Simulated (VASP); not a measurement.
VASP input:

**KPOINTS**
```
kpoints
0
gamma
7 7 6
```

**INCAR**
```
SYSTEM = NbSi
PREC = Accurate; ENCUT = 400; LREAL = .FALSE.
LASPH = .TRUE.
EDIFF = 1E-6; NELM = 100; ALGO = Normal
LMAXMIX = 4
ISMEAR = 1; SIGMA = 0.1
GGA = PS
IBRION = 2; NSW = 60; ISIF = 3
EDIFFG = -0.02
LWAVE = .FALSE.; LCHARG = .FALSE.
```

POSCAR:
```
NbSi
1.0
  4.3706263585   0.0000000000   0.0000000000
 -2.1853131793   3.7850738017   0.0000000000
  0.0000000000   0.0000000000   4.9435777493
Nb Si
2 2
direct
  0.3333330000   0.6666670000   0.9373844686
  0.6666670000   0.3333330000   0.4373844686
  0.3333330000   0.6666670000   0.4376155314
  0.6666670000   0.3333330000   0.9376155314
```

POTCAR, in this order: Nb_sv Si (PBE.64 set). Program: vasp_std.

Task: Translate this PBEsol calculation to Ansatz.

Result: One equivalent input (not run):
Ansatz 0.2 input:
```yaml
crystal:
  lattice:
    - [4.3706264, 0.0000000, 0.0000000]
    - [-2.1853132, 3.7850738, 0.0000000]
    - [0.0000000, 0.0000000, 4.9435777]
  atoms:
    - { symbol: Nb, position: [0.3333330, 0.6666670, 0.9373845] }
    - { symbol: Nb, position: [0.6666670, 0.3333330, 0.4373845] }
    - { symbol: Si, position: [0.3333330, 0.6666670, 0.4376155] }
    - { symbol: Si, position: [0.6666670, 0.3333330, 0.9376155] }
kpoints:
  mp_grid: { grid: [7, 7, 6] }
hamiltonian:
  xc: pbesol
  pseudopotentials: { kind: paw }
scf:
  occupations: { method: methfessel_paxton, width: 0.1 }
  max_iter: 100
relax:
  max_steps: 60
  f_tol: 0.02
  cell: {}
output: { forces: true, stress: true, eigenvalues: true }
```
The two are equivalent in intent, not identical: each code has its own PAW files, so the cut-off isn't converted (ENCUT is set for VASP's; basis.ecutwfc is left out, and Ansatz then takes the one that its files recommend); Ansatz stops its SCF on the density residual and VASP on the energy change (EDIFF).

The structure was generated: NbSi was put into the wurtzite type (P6_3mc), which need not be its known phase. This run relaxes it. It ends in space group P6_3/mmc. Symmetry was kept, so distortions that lower it aren't found. The start is the result of an earlier pass.
